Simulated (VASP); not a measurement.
The system is InSe.

```xyz
8
Lattice="4.0500 0.0000 0.0000 -2.0250 3.5074 0.0000 0.0000 0.0000 16.9300" Properties=species:S:1:pos:R:3 pbc="T T T"
In    0.0000    2.3383    2.6580
In    2.0250    1.1691   11.1230
In    0.0000    2.3383    5.8070
In    2.0250    1.1691   14.2720
Se    0.0000    2.3383   10.1919
Se    2.0250    1.1691    1.7269
Se    0.0000    2.3383   15.2031
Se    2.0250    1.1691    6.7381
```

- Program: VASP 6.6.1
- Task: relaxation of cell and atoms
- Functional: LDA
- Potentials or basis: VASP PAW LDA potentials, release 64 (In_d, Se)
- Cutoff: 600 eV
- k mesh: 9 × 9 × 2
- Occupations: gaussian, width 0.03 eV
- Spin: no spin polarisation

At the start: pressure 3.5 GPa; volume 30.06 Å³/atom.

Question: How do energy, volume and symmetry change on relaxing?

Answer: Over 24 steps the energy falls by 201.5 meV/atom and the volume is 28.09 Å³/atom (-6.5 %); space group P6_3/mmc (No. 194, to 0.05 Å).

Step by step:
| step | energy change (eV) | largest force (eV/Å) | pressure (GPa) | volume (Å³) |
| --- | --- | --- | --- | --- |
| 1 | 0.0000 | 2.6343 | 3.47 | 240.49 |
| 2 | -0.9462 | 0.2471 | -4.28 | 263.56 |
| 3 | -1.0242 | 0.8227 | -2.99 | 258.06 |
| 4 | -1.3972 | 0.2735 | -1.33 | 241.65 |
| 5 | -1.4222 | 0.2951 | -0.62 | 236.81 |
| 6 | -1.5404 | 0.3988 | 0.65 | 229.78 |
| 7 | -1.5496 | 0.4564 | 1.22 | 227.00 |
| 8 | -1.5960 | 0.0465 | -0.41 | 229.96 |
| 9 | -1.5993 | 0.1014 | -0.11 | 229.37 |
| 10 | -1.6028 | 0.0532 | -0.11 | 228.74 |
| 11 | -1.6028 | 0.0586 | -0.10 | 228.72 |
| 12 | -1.6039 | 0.0580 | 0.03 | 227.95 |
| 13 | -1.6045 | 0.0911 | 0.26 | 226.62 |
| 14 | -1.6050 | 0.0894 | 0.27 | 226.53 |
| 15 | -1.6063 | 0.0823 | 0.26 | 226.27 |
| 16 | -1.6085 | 0.0678 | 0.23 | 225.74 |
| 17 | -1.6113 | 0.0386 | 0.20 | 224.69 |
| 18 | -1.6094 | 0.0277 | 0.16 | 222.58 |
| 19 | -1.6118 | 0.0189 | 0.19 | 224.03 |
| 20 | -1.6122 | 0.0186 | -0.01 | 224.94 |
| 21 | -1.6122 | 0.0140 | -0.02 | 224.83 |
| 22 | -1.6122 | 0.0116 | 0.00 | 224.72 |
| 23 | -1.6122 | 0.0112 | 0.02 | 224.71 |
| 24 | -1.6122 | 0.0054 | 0.02 | 224.75 |

Final structure:
```
In Se
1.0
     3.96779    0.00000    0.00000
    -1.98389    3.43620    0.00000
     0.00000    0.00000   16.48402
In Se
4 4
Direct
  0.33333 0.66667 0.16677
  0.66667 0.33333 0.66677
  0.33333 0.66667 0.33323
  0.66667 0.33333 0.83323
  0.33333 0.66667 0.58942
  0.66667 0.33333 0.08942
  0.33333 0.66667 0.91058
  0.66667 0.33333 0.41058
```
